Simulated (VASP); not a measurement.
Given:

```
TiC
1.0
    0.00000     2.12206     2.12206
    2.12206     0.00000     2.12206
    2.12206     2.12206     0.00000
Ti C
1 1
Direct
  0.00000   0.00000   0.00000
  0.50000   0.50000   0.50000
```

All values below come from r2SCAN meta-GGA, VASP's PBE PAW potentials (set 64) (plane waves; VASP 6.6.1). Numerical set-up: 520 eV cut-off, 14×14×14 Γ-centred mesh, first-order Methfessel-Paxton smearing of 0.10 eV, potentials Ti_sv C.

**Question.** Give the stress tensor in GPa (positive for a compressed cell).

**Answer.** 
```
18.34   0.00   0.00
 0.00  18.34   0.00
 0.00   0.00  18.34
```
The pressure is its mean diagonal, 18.34 GPa.

The compound is TiC in the rock salt structure. This cell is one point of a volume scan, at 0.94 of the reference volume.
